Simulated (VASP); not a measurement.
# GaGe (F-43m) in VASP: further runs, part 5 of 8

VASP 6.6.1. The steps go on from the part before.

**60. Equation of state, r2SCAN, 23.60 Å³/atom**

Contents of INCAR:

```
PREC     = Accurate       # precision mode
ENCUT    = 450            # plane-wave cutoff, eV
EDIFF    = 1E-6           # SCF threshold, eV
ISMEAR   = -1             # smearing method
SIGMA    = 0.1            # smearing width, eV
LREAL    = F              # projectors in reciprocal space
LASPH    = F              # aspherical terms in the spheres
NELM     = 100            # most SCF steps
ALGO     = Normal         # electronic algorithm
ISIF     = 2              # what is computed and relaxed
LWAVE    = F              # write WAVECAR
LCHARG   = F              # write CHGCAR
METAGGA  = R2SCAN         # meta-GGA
LMIXTAU  = T            
ADDGRID  = F
```

Contents of KPOINTS:

```
regular mesh
0
Gamma
  5 5 5
```

Contents of POSCAR:

```
GaGe
1.0
    0.0000000000      2.8685708471      2.8685708471
    2.8685708471      0.0000000000      2.8685708471
    2.8685708471      2.8685708471      0.0000000000
Ge Ga
1 1
Direct
    0.0000000000      0.0000000000      0.0000000000
    0.2500000000      0.2500000000      0.2500000000
```

Potentials or basis: VASP PAW PBE potentials, release 64 (Ge, Ga).

Command:

```console
$ cat potpaw_PBE.64/Ge/POTCAR potpaw_PBE.64/Ga/POTCAR > POTCAR
$ mpirun -np 1 vasp_std > vasp.out
```

Wall time 10 s (1 thread of Intel Xeon Platinum 8488C (Sapphire Rapids), shared host); peak memory 0.15 GiB.

These settings aren't checked as converged: the numbers below hold their error.

Results:

```
Free energy            : -25.0137 eV
Pressure               : -0.7 GPa
Band gap on the k mesh : none (metal or under the smearing width)
```

Caveat: the k mesh is coarse (spacing up to 0.38 Å⁻¹), so the values aren't converged; the PAW data sets were made with another functional, which shifts forces and pressure a little.

**61. Equation of state, r2SCAN, 25.06 Å³/atom**

INCAR is that of step 60.

KPOINTS is that of step 60.

Contents of POSCAR:

```
GaGe
1.0
    0.0000000000      2.9265373908      2.9265373908
    2.9265373908      0.0000000000      2.9265373908
    2.9265373908      2.9265373908      0.0000000000
Ge Ga
1 1
Direct
    0.0000000000      0.0000000000      0.0000000000
    0.2500000000      0.2500000000      0.2500000000
```

Command:

```console
$ cat potpaw_PBE.64/Ge/POTCAR potpaw_PBE.64/Ga/POTCAR > POTCAR
$ mpirun -np 1 vasp_std > vasp.out
```

It took 13 s on 1 thread of Intel Xeon Platinum 8488C (Sapphire Rapids), shared host; peak memory 0.16 GiB.

These settings aren't checked as converged: the numbers below hold their error.

What came out:

| Quantity | Value |
| --- | --- |
| Free energy | -24.9717 eV |
| Pressure | -3.7 GPa |
| Band gap on the k mesh | none (metal or under the smearing width) |

Caveat: the k mesh is coarse (spacing up to 0.37 Å⁻¹), so the values aren't converged; the PAW data sets were made with another functional, which shifts forces and pressure a little.

**62. Equation of state, r2SCAN, 23.60 Å³/atom**

Contents of INCAR:

```
PREC     = Normal         # precision mode
ENCUT    = 450            # plane-wave cutoff, eV
EDIFF    = 1E-4           # SCF threshold, eV
ISMEAR   = -1             # smearing method
SIGMA    = 0.1            # smearing width, eV
LREAL    = Auto         
LASPH    = T              # aspherical terms in the spheres
NELM     = 100            # most SCF steps
ALGO     = Normal         # electronic algorithm
ISIF     = 2              # what is computed and relaxed
LWAVE    = F              # write WAVECAR
LCHARG   = F              # write CHGCAR
METAGGA  = R2SCAN         # meta-GGA
LMIXTAU  = T            
ADDGRID  = F
```

KPOINTS is that of step 61.

Contents of POSCAR:

```
GaGe
1.0
    0.0000000000      2.8685708471      2.8685708471
    2.8685708471      0.0000000000      2.8685708471
    2.8685708471      2.8685708471      0.0000000000
Ge Ga
1 1
Direct
    0.0000000000      0.0000000000      0.0000000000
    0.2500000000      0.2500000000      0.2500000000
```

Command:

```console
$ cat potpaw_PBE.64/Ge/POTCAR potpaw_PBE.64/Ga/POTCAR > POTCAR
$ mpirun -np 1 vasp_std > vasp.out
```

Wall time 9.6 s (1 thread of Intel Xeon Platinum 8488C (Sapphire Rapids), shared host); peak memory 0.14 GiB.

The run converged, but some of its settings lie outside the range that counts as converged, so its numbers aren't taken as properties of the crystal.

What came out:

```yaml
Free_energy: -25.0146 eV
Pressure: -0.3 GPa
Band_gap_on_the_k_mesh: none (metal or under the smearing width)
```

Caveat: the k mesh is coarse (spacing up to 0.38 Å⁻¹), so the values aren't converged; the PAW data sets were made with another functional, which shifts forces and pressure a little.

**63. Equation of state, r2SCAN, 25.06 Å³/atom**

INCAR is that of step 62.

KPOINTS is that of step 62.

Contents of POSCAR:

```
GaGe
1.0
    0.0000000000      2.9265373908      2.9265373908
    2.9265373908      0.0000000000      2.9265373908
    2.9265373908      2.9265373908      0.0000000000
Ge Ga
1 1
Direct
    0.0000000000      0.0000000000      0.0000000000
    0.2500000000      0.2500000000      0.2500000000
```

Potentials or basis: VASP PAW PBE potentials, release 64 (Ge, Ga).

Command:

```console
$ cat potpaw_PBE.64/Ge/POTCAR potpaw_PBE.64/Ga/POTCAR > POTCAR
$ mpirun -np 1 vasp_std > vasp.out
```

Wall time 12 s (1 thread of Intel Xeon Platinum 8488C (Sapphire Rapids), shared host); peak memory 0.13 GiB.

The run converged, but some of its settings lie outside the range that counts as converged, so its numbers aren't taken as properties of the crystal.

Results:

* Free energy: -24.9729 eV
* Pressure: -3.8 GPa
* Band gap on the k mesh: none (metal or under the smearing width)

Caveat: the k mesh is coarse (spacing up to 0.37 Å⁻¹), so the values aren't converged; the PAW data sets were made with another functional, which shifts forces and pressure a little.

**64. Equation of state, r2SCAN, 23.60 Å³/atom**

Contents of INCAR:

```
PREC     = Accurate       # precision mode
ENCUT    = 550            # plane-wave cutoff, eV
EDIFF    = 1E-6           # SCF threshold, eV
ISMEAR   = -1             # smearing method
SIGMA    = 0.1            # smearing width, eV
LREAL    = F              # projectors in reciprocal space
LASPH    = T              # aspherical terms in the spheres
NELM     = 100            # most SCF steps
ALGO     = Normal         # electronic algorithm
ISIF     = 2              # what is computed and relaxed
LWAVE    = F              # write WAVECAR
LCHARG   = F              # write CHGCAR
METAGGA  = R2SCAN         # meta-GGA
LMIXTAU  = T            
ADDGRID  = F
```

KPOINTS is that of step 63.

Contents of POSCAR:

```
GaGe
1.0
    0.0000000000      2.8685708471      2.8685708471
    2.8685708471      0.0000000000      2.8685708471
    2.8685708471      2.8685708471      0.0000000000
Ge Ga
1 1
Direct
    0.0000000000      0.0000000000      0.0000000000
    0.2500000000      0.2500000000      0.2500000000
```

Command:

```console
$ cat potpaw_PBE.64/Ge/POTCAR potpaw_PBE.64/Ga/POTCAR > POTCAR
$ mpirun -np 1 vasp_std > vasp.out
```

Wall time 19 s (1 thread of Intel Xeon Platinum 8488C (Sapphire Rapids), shared host); peak memory 0.18 GiB.

These settings aren't checked as converged: the numbers below hold their error.

What came out:

- Free energy: -25.0150 eV
- Pressure: -0.7 GPa
- Band gap on the k mesh: none (metal or under the smearing width)

Caveat: the k mesh is coarse (spacing up to 0.38 Å⁻¹), so the values aren't converged; the PAW data sets were made with another functional, which shifts forces and pressure a little.

**65. Equation of state, r2SCAN, 25.06 Å³/atom**

INCAR is that of step 64.

KPOINTS is that of step 64.

Contents of POSCAR:

```
GaGe
1.0
    0.0000000000      2.9265373908      2.9265373908
    2.9265373908      0.0000000000      2.9265373908
    2.9265373908      2.9265373908      0.0000000000
Ge Ga
1 1
Direct
    0.0000000000      0.0000000000      0.0000000000
    0.2500000000      0.2500000000      0.2500000000
```

Command:

```console
$ cat potpaw_PBE.64/Ge/POTCAR potpaw_PBE.64/Ga/POTCAR > POTCAR
$ mpirun -np 1 vasp_std > vasp.out
```

It took 18 s on 1 thread of Intel Xeon Platinum 8488C (Sapphire Rapids), shared host; peak memory 0.18 GiB.

These settings aren't checked as converged: the numbers below hold their error.

Results:

- Free energy: -24.9727 eV
- Pressure: -3.7 GPa
- Band gap on the k mesh: none (metal or under the smearing width)

Caveat: the k mesh is coarse (spacing up to 0.37 Å⁻¹), so the values aren't converged; the PAW data sets were made with another functional, which shifts forces and pressure a little.

**66. Equation of state, r2SCAN, 23.60 Å³/atom**

Edit INCAR of step 65 so:

```diff
@@ -1,3 +1,3 @@
 PREC     = Accurate       # precision mode
-ENCUT    = 550            # plane-wave cutoff, eV
+ENCUT    = 700            # plane-wave cutoff, eV
 EDIFF    = 1E-6           # SCF threshold, eV
```

KPOINTS is that of step 65.

Contents of POSCAR:

```
GaGe
1.0
    0.0000000000      2.8685708471      2.8685708471
    2.8685708471      0.0000000000      2.8685708471
    2.8685708471      2.8685708471      0.0000000000
Ge Ga
1 1
Direct
    0.0000000000      0.0000000000      0.0000000000
    0.2500000000      0.2500000000      0.2500000000
```

Potentials or basis: VASP PAW PBE potentials, release 64 (Ge, Ga).

Command:

```console
$ cat potpaw_PBE.64/Ge/POTCAR potpaw_PBE.64/Ga/POTCAR > POTCAR
$ mpirun -np 1 vasp_std > vasp.out
```

It took 24 s on 1 thread of Intel Xeon Platinum 8488C (Sapphire Rapids), shared host; peak memory 0.21 GiB.

The run converged, but some of its settings lie outside the range that counts as converged, so its numbers aren't taken as properties of the crystal.

What came out:

* Free energy: -25.0155 eV
* Pressure: -0.7 GPa
* Band gap on the k mesh: none (metal or under the smearing width)

Caveat: the k mesh is coarse (spacing up to 0.38 Å⁻¹), so the values aren't converged; the PAW data sets were made with another functional, which shifts forces and pressure a little.

**67. Equation of state, r2SCAN, 25.06 Å³/atom**

INCAR is that of step 66.

KPOINTS is that of step 66.

Contents of POSCAR:

```
GaGe
1.0
    0.0000000000      2.9265373908      2.9265373908
    2.9265373908      0.0000000000      2.9265373908
    2.9265373908      2.9265373908      0.0000000000
Ge Ga
1 1
Direct
    0.0000000000      0.0000000000      0.0000000000
    0.2500000000      0.2500000000      0.2500000000
```

Command:

```console
$ cat potpaw_PBE.64/Ge/POTCAR potpaw_PBE.64/Ga/POTCAR > POTCAR
$ mpirun -np 1 vasp_std > vasp.out
```

Wall time 25 s (1 thread of Intel Xeon Platinum 8488C (Sapphire Rapids), shared host); peak memory 0.22 GiB.

The run converged, but some of its settings lie outside the range that counts as converged, so its numbers aren't taken as properties of the crystal.

Results:

| Item | Value |
| --- | --- |
| Free energy | -24.9733 eV |
| Pressure | -3.7 GPa |
| Band gap on the k mesh | none (metal or under the smearing width) |

Caveat: the k mesh is coarse (spacing up to 0.37 Å⁻¹), so the values aren't converged; the PAW data sets were made with another functional, which shifts forces and pressure a little.

**68. Equation of state, r2SCAN, 23.60 Å³/atom**

Edit INCAR of step 67 so:

```diff
@@ -1,3 +1,3 @@
 PREC     = Accurate       # precision mode
-ENCUT    = 700            # plane-wave cutoff, eV
+ENCUT    = 900            # plane-wave cutoff, eV
 EDIFF    = 1E-6           # SCF threshold, eV
```

KPOINTS is that of step 67.

Contents of POSCAR:

```
GaGe
1.0
    0.0000000000      2.8685708471      2.8685708471
    2.8685708471      0.0000000000      2.8685708471
    2.8685708471      2.8685708471      0.0000000000
Ge Ga
1 1
Direct
    0.0000000000      0.0000000000      0.0000000000
    0.2500000000      0.2500000000      0.2500000000
```

Command:

```console
$ cat potpaw_PBE.64/Ge/POTCAR potpaw_PBE.64/Ga/POTCAR > POTCAR
$ mpirun -np 1 vasp_std > vasp.out
```

Run time: 32 s. Hardware: 1 thread of Intel Xeon Platinum 8488C (Sapphire Rapids), shared host; peak memory 0.26 GiB.

These settings aren't checked as converged: the numbers below hold their error.

Results:

| Property | Result |
| --- | --- |
| Free energy | -25.0158 eV |
| Pressure | -0.7 GPa |
| Band gap on the k mesh | none (metal or under the smearing width) |

Caveat: the k mesh is coarse (spacing up to 0.38 Å⁻¹), so the values aren't converged; the PAW data sets were made with another functional, which shifts forces and pressure a little.

**69. Equation of state, r2SCAN, 25.06 Å³/atom**

INCAR is that of step 68.

KPOINTS is that of step 68.

Contents of POSCAR:

```
GaGe
1.0
    0.0000000000      2.9265373908      2.9265373908
    2.9265373908      0.0000000000      2.9265373908
    2.9265373908      2.9265373908      0.0000000000
Ge Ga
1 1
Direct
    0.0000000000      0.0000000000      0.0000000000
    0.2500000000      0.2500000000      0.2500000000
```

Potentials or basis: VASP PAW PBE potentials, release 64 (Ge, Ga).

Command:

```console
$ cat potpaw_PBE.64/Ge/POTCAR potpaw_PBE.64/Ga/POTCAR > POTCAR
$ mpirun -np 1 vasp_std > vasp.out
```

It took 32 s on 1 thread of Intel Xeon Platinum 8488C (Sapphire Rapids), shared host; peak memory 0.26 GiB.

These settings aren't checked as converged: the numbers below hold their error.

Results:

```
Free energy            : -24.9736 eV
Pressure               : -3.7 GPa
Band gap on the k mesh : none (metal or under the smearing width)
```

Caveat: the k mesh is coarse (spacing up to 0.37 Å⁻¹), so the values aren't converged; the PAW data sets were made with another functional, which shifts forces and pressure a little.

**70. Equation of state, r2SCAN, 23.60 Å³/atom**

Edit INCAR of step 69 so:

```diff
@@ -1,3 +1,3 @@
 PREC     = Accurate       # precision mode
-ENCUT    = 900            # plane-wave cutoff, eV
+ENCUT    = 300            # plane-wave cutoff, eV
 EDIFF    = 1E-6           # SCF threshold, eV
```

Contents of KPOINTS:

```
regular mesh
0
Gamma
  10 10 10
```

Contents of POSCAR:

```
GaGe
1.0
    0.0000000000      2.8685708471      2.8685708471
    2.8685708471      0.0000000000      2.8685708471
    2.8685708471      2.8685708471      0.0000000000
Ge Ga
1 1
Direct
    0.0000000000      0.0000000000      0.0000000000
    0.2500000000      0.2500000000      0.2500000000
```

Command:

```console
$ cat potpaw_PBE.64/Ge/POTCAR potpaw_PBE.64/Ga/POTCAR > POTCAR
$ mpirun -np 1 vasp_std > vasp.out
```

It took 21 s on 1 thread of Intel Xeon Platinum 8488C (Sapphire Rapids), shared host; peak memory 0.14 GiB.

The run converged, but some of its settings lie outside the range that counts as converged, so its numbers aren't taken as properties of the crystal.

What came out:

```
Free energy            : -24.9482 eV
Pressure               : -0.7 GPa
Band gap on the k mesh : none (metal or under the smearing width)
```

Caveat: the PAW data sets were made with another functional, which shifts forces and pressure a little.

**71. Equation of state, r2SCAN, 25.06 Å³/atom**

INCAR is that of step 70.

KPOINTS is that of step 70.

Contents of POSCAR:

```
GaGe
1.0
    0.0000000000      2.9265373908      2.9265373908
    2.9265373908      0.0000000000      2.9265373908
    2.9265373908      2.9265373908      0.0000000000
Ge Ga
1 1
Direct
    0.0000000000      0.0000000000      0.0000000000
    0.2500000000      0.2500000000      0.2500000000
```

Command:

```console
$ cat potpaw_PBE.64/Ge/POTCAR potpaw_PBE.64/Ga/POTCAR > POTCAR
$ mpirun -np 1 vasp_std > vasp.out
```

Run time: 22 s. Hardware: 1 thread of Intel Xeon Platinum 8488C (Sapphire Rapids), shared host; peak memory 0.14 GiB.

The run converged, but some of its settings lie outside the range that counts as converged, so its numbers aren't taken as properties of the crystal.

What came out:

```
Free energy            : -24.9083 eV
Pressure               : -3.6 GPa
Band gap on the k mesh : none (metal or under the smearing width)
```

Caveat: the PAW data sets were made with another functional, which shifts forces and pressure a little.

**72. Equation of state, r2SCAN, 23.60 Å³/atom**

Edit INCAR of step 71 so:

```diff
@@ -1,3 +1,3 @@
 PREC     = Accurate       # precision mode
-ENCUT    = 300            # plane-wave cutoff, eV
+ENCUT    = 350            # plane-wave cutoff, eV
 EDIFF    = 1E-6           # SCF threshold, eV
```

KPOINTS is that of step 71.

Contents of POSCAR:

```
GaGe
1.0
    0.0000000000      2.8685708471      2.8685708471
    2.8685708471      0.0000000000      2.8685708471
    2.8685708471      2.8685708471      0.0000000000
Ge Ga
1 1
Direct
    0.0000000000      0.0000000000      0.0000000000
    0.2500000000      0.2500000000      0.2500000000
```

Potentials or basis: VASP PAW PBE potentials, release 64 (Ge, Ga).

Command:

```console
$ cat potpaw_PBE.64/Ge/POTCAR potpaw_PBE.64/Ga/POTCAR > POTCAR
$ mpirun -np 1 vasp_std > vasp.out
```

Run time: 40 s. Hardware: 1 thread of Intel Xeon Platinum 8488C (Sapphire Rapids), shared host; peak memory 0.16 GiB.

These settings aren't checked as converged: the numbers below hold their error.

Results:

| Quantity | Value |
| --- | --- |
| Free energy | -24.9493 eV |
| Pressure | -0.7 GPa |
| Band gap on the k mesh | none (metal or under the smearing width) |

Caveat: the PAW data sets were made with another functional, which shifts forces and pressure a little.

**73. Equation of state, r2SCAN, 25.06 Å³/atom**

INCAR is that of step 72.

KPOINTS is that of step 72.

Contents of POSCAR:

```
GaGe
1.0
    0.0000000000      2.9265373908      2.9265373908
    2.9265373908      0.0000000000      2.9265373908
    2.9265373908      2.9265373908      0.0000000000
Ge Ga
1 1
Direct
    0.0000000000      0.0000000000      0.0000000000
    0.2500000000      0.2500000000      0.2500000000
```

Command:

```console
$ cat potpaw_PBE.64/Ge/POTCAR potpaw_PBE.64/Ga/POTCAR > POTCAR
$ mpirun -np 1 vasp_std > vasp.out
```

It took 39 s on 1 thread of Intel Xeon Platinum 8488C (Sapphire Rapids), shared host; peak memory 0.16 GiB.

The run converged, but some of its settings lie outside the range that counts as converged, so its numbers aren't taken as properties of the crystal.

What came out:

```yaml
Free_energy: -24.9095 eV
Pressure: -3.6 GPa
Band_gap_on_the_k_mesh: none (metal or under the smearing width)
```

Caveat: the PAW data sets were made with another functional, which shifts forces and pressure a little.

**74. Equation of state, r2SCAN, 23.60 Å³/atom**

Edit INCAR of step 73 so:

```diff
@@ -1,3 +1,3 @@
 PREC     = Accurate       # precision mode
-ENCUT    = 350            # plane-wave cutoff, eV
+ENCUT    = 400            # plane-wave cutoff, eV
 EDIFF    = 1E-6           # SCF threshold, eV
```

KPOINTS is that of step 73.

Contents of POSCAR:

```
GaGe
1.0
    0.0000000000      2.8685708471      2.8685708471
    2.8685708471      0.0000000000      2.8685708471
    2.8685708471      2.8685708471      0.0000000000
Ge Ga
1 1
Direct
    0.0000000000      0.0000000000      0.0000000000
    0.2500000000      0.2500000000      0.2500000000
```

Command:

```console
$ cat potpaw_PBE.64/Ge/POTCAR potpaw_PBE.64/Ga/POTCAR > POTCAR
$ mpirun -np 1 vasp_std > vasp.out
```

It took 40 s on 1 thread of Intel Xeon Platinum 8488C (Sapphire Rapids), shared host; peak memory 0.16 GiB.

The run converged, but some of its settings lie outside the range that counts as converged, so its numbers aren't taken as properties of the crystal.

Results:

| Item | Value |
| --- | --- |
| Free energy | -24.9499 eV |
| Pressure | -0.6 GPa |
| Band gap on the k mesh | none (metal or under the smearing width) |

Caveat: the PAW data sets were made with another functional, which shifts forces and pressure a little.

**75. Equation of state, r2SCAN, 25.06 Å³/atom**

INCAR is that of step 74.

KPOINTS is that of step 74.

Contents of POSCAR:

```
GaGe
1.0
    0.0000000000      2.9265373908      2.9265373908
    2.9265373908      0.0000000000      2.9265373908
    2.9265373908      2.9265373908      0.0000000000
Ge Ga
1 1
Direct
    0.0000000000      0.0000000000      0.0000000000
    0.2500000000      0.2500000000      0.2500000000
```

Potentials or basis: VASP PAW PBE potentials, release 64 (Ge, Ga).

Command:

```console
$ cat potpaw_PBE.64/Ge/POTCAR potpaw_PBE.64/Ga/POTCAR > POTCAR
$ mpirun -np 1 vasp_std > vasp.out
```

It took 39 s on 1 thread of Intel Xeon Platinum 8488C (Sapphire Rapids), shared host; peak memory 0.16 GiB.

These settings aren't checked as converged: the numbers below hold their error.

What came out:

```
Free energy            : -24.9100 eV
Pressure               : -3.5 GPa
Band gap on the k mesh : none (metal or under the smearing width)
```

Caveat: the PAW data sets were made with another functional, which shifts forces and pressure a little.

**76. Equation of state, r2SCAN, 23.60 Å³/atom**

Edit INCAR of step 75 so:

```diff
@@ -1,3 +1,3 @@
 PREC     = Accurate       # precision mode
-ENCUT    = 400            # plane-wave cutoff, eV
+ENCUT    = 450            # plane-wave cutoff, eV
 EDIFF    = 1E-6           # SCF threshold, eV
```

KPOINTS is that of step 75.

Contents of POSCAR:

```
GaGe
1.0
    0.0000000000      2.8685708471      2.8685708471
    2.8685708471      0.0000000000      2.8685708471
    2.8685708471      2.8685708471      0.0000000000
Ge Ga
1 1
Direct
    0.0000000000      0.0000000000      0.0000000000
    0.2500000000      0.2500000000      0.2500000000
```

Command:

```console
$ cat potpaw_PBE.64/Ge/POTCAR potpaw_PBE.64/Ga/POTCAR > POTCAR
$ mpirun -np 1 vasp_std > vasp.out
```

It took 40 s on 1 thread of Intel Xeon Platinum 8488C (Sapphire Rapids), shared host; peak memory 0.16 GiB.

These settings aren't checked as converged: the numbers below hold their error.

What came out:

| Quantity | Value |
| --- | --- |
| Free energy | -24.9501 eV |
| Pressure | -0.6 GPa |
| Band gap on the k mesh | none (metal or under the smearing width) |

Caveat: the PAW data sets were made with another functional, which shifts forces and pressure a little.

(Part 5 of 8 ends here.)
